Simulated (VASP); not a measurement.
A convergence study with VASP on ZrC (space group no. 225 when undisturbed): one setting is varied, all else stays as given below, so the limit is that of these other settings. One atom is moved off its site, so that forces are finite.

```
CELL_PARAMETERS angstrom
      0.00000     2.35705     2.35705
      2.35705     0.00000     2.35705
      2.35705     2.35705     0.00000
ATOMIC_POSITIONS crystal
  Zr 0.01061 0.01061 0.98939
  C  0.50000 0.50000 0.50000
```

These are PBE GGA, VASP's PBE PAW potentials (set 64) (plane waves; VASP 6.6.1) values and carry that method's errors. The tightest run used: 960 eV cut-off, 12×12×12 Γ-centred mesh, Fermi-Dirac smearing of 0.10 eV, potentials Zr_sv C.

```csv
setting,E (eV/atom),pressure (GPa),largest force (eV/Å),plane waves
ENCUT = 140,-9.4970,-220.05,0.762,113
ENCUT = 160,-9.8485,-110.26,0.556,129
ENCUT = 180,-9.8365,-59.56,0.361,153
ENCUT = 200,-9.7353,-35.81,0.294,176
ENCUT = 220,-9.7287,-22.53,0.306,202
ENCUT = 240,-9.7485,-14.88,0.322,229
```

Task: These are the cheaper rows. Estimate the results at ENCUT = 960, and how far the last row shown lies from them.

Result: 
```
quantity              tightest run  last row shown is off by
--------------------  ------------  ------------------------
E (eV/atom)                -9.7284                   -0.0201
pressure (GPa)               -0.28                    -14.60
largest force (eV/Å)         0.333                    -0.011
```

Left out are rungs that failed or repeat a setting and relaxations that didn't move; long series are thinned to 24 rows.

The structure is a typed ZrC crystal (space group no. 225). The cell was not relaxed at this level, it is distorted from the ideal structure.
